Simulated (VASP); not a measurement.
Hf₂Si (space group I4/mcm): computed properties

These are r2SCAN meta-GGA, VASP's PBE PAW potentials (set 64) (plane waves; VASP) values and carry that method's errors.

```json
{
 "space_group": "I4/mcm (140)",
 "cell": "a = b = 6.549 Å, c = 5.161 Å, α = β = γ = 90.00°",
 "volume_per_atom": "18.45 Å³/atom",
 "band gap (over mesh and band path)": "none (metal, semimetal or under 0.01 eV)",
 "density": "11.56 g/cm³"
}
```

Space group I4/mcm (No. 140); a = b = 6.5489 Å, c = 5.1610 Å, α = β = γ = 90.00°

```json
[
 {"atom": "Hf", "site": "8h", "symmetry": "m.2m", "x": "0.1567", "y": "0.3433", "z": "0.0000"},
 {"atom": "Si", "site": "4a", "symmetry": "422", "x": "0.0000", "y": "0.0000", "z": "0.2500"}
]
```
(The calculation used a cell of 6 atoms; values per cell refer to that cell.)

Unless said otherwise, spin-orbit coupling is left out, though it shifts the bands of the heavy elements here.

The structure comes from a computed database's Hf2Si entry (I4/mcm); how it stands against other phases isn't given here. It was relaxed first. Symmetry was kept, so distortions that lower it aren't found.
